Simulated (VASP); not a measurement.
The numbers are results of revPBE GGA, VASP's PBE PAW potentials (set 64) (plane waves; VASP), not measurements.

Input for VASP

File KPOINTS:
```
Automatic mesh
0
Gamma
11 11 7
0 0 0
```

INCAR:
```
# general
SYSTEM   =  Y
PREC     =  Accurate
ENCUT    =  520
LREAL    =  .FALSE.
LASPH    =  .TRUE.

# electronic loop
EDIFF    =  1E-7
NELM     =  100
ALGO     =  Normal
LMAXMIX  =  4

# smearing
ISMEAR   =  1
SIGMA    =  0.1

# functional
GGA      =  RE

# ions
IBRION   =  2
NSW      =  30
ISIF     =  4
EDIFFG   =  -0.01

# output
LWAVE    =  .FALSE.
LCHARG   =  .FALSE.
```

File POSCAR:
```
Y
1
    1.8063698042    -3.1287245571     0.0000000000
    1.8063698042     3.1287245571     0.0000000000
    0.0000000000     0.0000000000     5.5849373205
Y
2
Direct
  0.3333330000   0.6666670000   0.2500000000
  0.6666670000   0.3333330000   0.7500000000
```

POTCAR, in this order: Y_sv (PBE.64 set). Program: vasp_std.

What VASP printed:

**OSZICAR**
```
       N       E                     dE             d eps       ncg     rms          rms(c)
DAV:   1     0.899431330209E+02    0.89943E+02   -0.11727E+04  1928   0.140E+03
DAV:   2    -0.515373618058E+01   -0.95097E+02   -0.94175E+02  2382   0.292E+02
DAV:   3    -0.124792936971E+02   -0.73256E+01   -0.72443E+01  3635   0.487E+01
DAV:   4    -0.126308511149E+02   -0.15156E+00   -0.15152E+00  2197   0.782E+00
DAV:   5    -0.126343836443E+02   -0.35325E-02   -0.35325E-02  2856   0.944E-01    0.338E+01
DAV:   6    -0.123461609647E+02    0.28822E+00   -0.41330E-01  1948   0.478E+00    0.210E+01
DAV:   7    -0.123106975241E+02    0.35463E-01   -0.81999E-01  2434   0.628E+00    0.187E+00
DAV:   8    -0.123017197811E+02    0.89777E-02   -0.17726E-01  2326   0.272E+00    0.131E+00
DAV:   9    -0.123004899071E+02    0.12299E-02   -0.38061E-03  2713   0.446E-01    0.331E-01
DAV:  10    -0.123006512500E+02   -0.16134E-03   -0.22161E-03  1983   0.491E-01    0.383E-01
DAV:  11    -0.123005523799E+02    0.98870E-04   -0.19816E-04  2399   0.142E-01    0.501E-02
DAV:  12    -0.123005456422E+02    0.67377E-05   -0.30902E-05  2256   0.563E-02    0.218E-02
DAV:  13    -0.123005481768E+02   -0.25346E-05   -0.59948E-06  2214   0.255E-02    0.187E-03
DAV:  14    -0.123005483672E+02   -0.19039E-06   -0.17408E-07  2207   0.273E-03    0.241E-03
DAV:  15    -0.123005482414E+02    0.12576E-06   -0.27873E-08  1436   0.166E-03    0.510E-04
DAV:  16    -0.123005482466E+02   -0.51564E-08   -0.45045E-09  1282   0.506E-04
   1 F= -.12300548E+02 E0= -.12299772E+02  d E =-.123005E+02
       N       E                     dE             d eps       ncg     rms          rms(c)
DAV:   1    -0.123019033344E+02   -0.13551E-02   -0.65970E-02  1920   0.209E+00    0.181E-01
DAV:   2    -0.123011758268E+02    0.72751E-03   -0.18843E-03  2081   0.313E-01    0.103E-01
DAV:   3    -0.123008527800E+02    0.32305E-03   -0.92107E-04  2438   0.232E-01    0.597E-02
DAV:   4    -0.123008580093E+02   -0.52293E-05   -0.30184E-05  2333   0.408E-02    0.241E-02
DAV:   5    -0.123008548295E+02    0.31799E-05   -0.92756E-06  2466   0.245E-02    0.373E-03
DAV:   6    -0.123008548855E+02   -0.56049E-07   -0.33009E-07  2267   0.420E-03
   2 F= -.12300855E+02 E0= -.12300090E+02  d E =-.306639E-03
       N       E                     dE             d eps       ncg     rms          rms(c)
DAV:   1    -0.123013991340E+02   -0.54430E-03   -0.30097E-02  1920   0.141E+00    0.122E-01
DAV:   2    -0.123010669777E+02    0.33216E-03   -0.86008E-04  2081   0.211E-01    0.699E-02
DAV:   3    -0.123009193861E+02    0.14759E-03   -0.41950E-04  2452   0.157E-01    0.414E-02
DAV:   4    -0.123009218208E+02   -0.24347E-05   -0.13775E-05  2298   0.276E-02    0.165E-02
DAV:   5    -0.123009201954E+02    0.16254E-05   -0.44098E-06  2452   0.168E-02    0.255E-03
DAV:   6    -0.123009202305E+02   -0.35043E-07   -0.14533E-07  1612   0.289E-03
   3 F= -.12300920E+02 E0= -.12300159E+02  d E =-.371984E-03
```

OUTCAR:
```
------------------------ aborting loop because EDIFF is reached ----------------------------------------
  FORCE on cell =-STRESS in cart. coord.  units (eV):
  Direction    XX          YY          ZZ          XY          YZ          ZX
  --------------------------------------------------------------------------------------
  Total        1.1267871      1.1267873      1.1308563      0.0000000     -0.0000000     -0.0000000
  in kB       28.5976375     28.5976430     28.7009135      0.0000000     -0.0000000     -0.0000000
  external PRESSURE =      28.6320647 kB  Pullay stress =       0.0000000 kB
  volume of cell :       63.13
      direct lattice vectors                 reciprocal lattice vectors
     1.802381361 -3.121816395  0.000000000     0.277410769 -0.160163167  0.000000000
     1.802381361  3.121816395  0.000000000     0.277410769  0.160163167  0.000000000
    -0.000000000  0.000000000  5.609682151    -0.000000000  0.000000000  0.178263219
 POSITION                                       TOTAL-FORCE (eV/Angst)
 -----------------------------------------------------------------------------------
      1.80238      1.04061      1.40242         0.000000      0.000000     -0.000000
      1.80238     -1.04061      4.20726        -0.000000     -0.000000      0.000000
 -----------------------------------------------------------------------------------
    total drift:                                0.000000      0.000512     -0.000010
  FREE ENERGIE OF THE ION-ELECTRON SYSTEM (eV)
  ---------------------------------------------------
  free  energy   TOTEN  =       -12.3009202305 eV

  energy  without entropy=      -12.2986374524  energy(sigma->0) =      -12.30015930

 reached required accuracy - stopping structural energy minimisation
```
(Selected blocks of OUTCAR.)

File CONTCAR:
```
Y
   1.00000000000000
     1.8023813612748989   -3.1218163950095859    0.0000000000000000
     1.8023813612748989    3.1218163950095859    0.0000000000000000
    -0.0000000000000000    0.0000000000000000    5.6096821508198120
  Y
     2
Direct
     0.3333330000000032    0.6666669999999968    0.2500000000000000
     0.6666669999999968    0.3333330000000032    0.7500000000000000
```

The compound is Y in the hcp structure. This cell is one point of a volume scan, at 0.94 of the reference volume. Symmetry was kept, so distortions that lower it aren't found.
